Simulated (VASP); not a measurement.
# CoO (relaxed from the wurtzite structure, space group P6_3mc): computed properties

Method: PBEsol GGA, VASP's PBE PAW potentials (set 64) (plane waves; VASP).

space group: P6_3mc (186)
cell: a = 3.0985 Å, b = 3.0985 Å, c = 5.1840 Å, α = 90.00°, β = 90.00°, γ = 120.00°
volume per atom: 10.78 Å^3/atom
band gap (over mesh and band path): none (metal, semimetal or under 0.01 eV)
cell moment: 5.24 μB
density: 5.77 g/cm³

```xyz
4
Lattice="3.0985 0.0000 0.0000 -1.5492 2.6833 0.0000 0.0000 0.0000 5.1840" Properties=species:S:1:pos:R:3 pbc="T T T"
Co     0.0000     1.7889     0.0107
Co     1.5492     0.8944     2.6027
O      0.0000     1.7889     1.9333
O      1.5492     0.8944     4.5254
```
Starting moments (μB, in the order of the record's atoms Co Co O O): 2.2 2.2 0.3 0.3.

The moments were started parallel, and other spin orders were not tried in this run.

The structure was generated: CoO was put into the wurtzite type (P6_3mc), which need not be its known phase. It was relaxed first. Symmetry was kept, so distortions that lower it aren't found.
